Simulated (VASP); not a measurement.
Wanted: the native input for a VASP 6.6.1 run.

```yaml
Task: single point
Functional: PBE
Potentials_or_basis: VASP PAW PBE potentials, release 64 (Cu, F)
Cutoff: 520 eV
k_mesh: 10 × 10 × 10
Occupations: fermi-dirac, width 0.02 eV
Spin: no spin polarisation
Dipole_correction: no
Further_INCAR_settings: ALGO = Normal; EDIFF = 1e-06; NBANDS = 16
```

The structure of CuF lies in POSCAR:

```
CuF
1.0
    2.7936810894      0.0000000000      0.0000000000
    0.0000000000      2.7936810894      0.0000000000
    0.0000000000      0.0000000000      2.7936810894
Cu F
1 1
Direct
    0.0000000000      0.0000000000      0.0000000000
    0.5000000000      0.5000000000      0.5000000000
```

The cell was built by a generator and needn't be a form met in nature.

These files were run (other wordings do the same):

INCAR

```
PREC     = Accurate       # precision mode
ENCUT    = 520            # plane-wave cutoff, eV
EDIFF    = 1E-6           # SCF threshold, eV
ISMEAR   = -1             # smearing method
SIGMA    = 0.02           # smearing width, eV
LREAL    = F              # projectors in reciprocal space
LASPH    = T              # aspherical terms in the spheres
NELM     = 100            # most SCF steps
ALGO     = Normal         # electronic algorithm
ISIF     = 2              # what is computed and relaxed
LWAVE    = F              # write WAVECAR
LCHARG   = F              # write CHGCAR
GGA      = PE             # functional
NBANDS   = 16             # bands
```

KPOINTS

```
Automatic mesh
0
Gamma
  10 10 10
```

Potentials or basis: VASP PAW PBE potentials, release 64 (Cu, F).

Run with:

```bash
$ cat potpaw_PBE.64/Cu/POTCAR potpaw_PBE.64/F/POTCAR > POTCAR
$ mpirun -np 1 vasp_std > vasp.out
```

It gave:

```
Pressure               : -0.1 GPa
Band gap on the k mesh : none (metal or under the smearing width)
```

Caveat: the run has no spin polarisation, though such a crystal can be magnetic; semilocal functionals often make such compounds metallic where correlation or magnetic order opens a gap, which also shifts bond lengths.

It took 13 s on 1 thread of Intel(R) Xeon(R) Platinum 8488C (Sapphire Rapids), with other jobs on the host, peak memory 0.15 GiB.
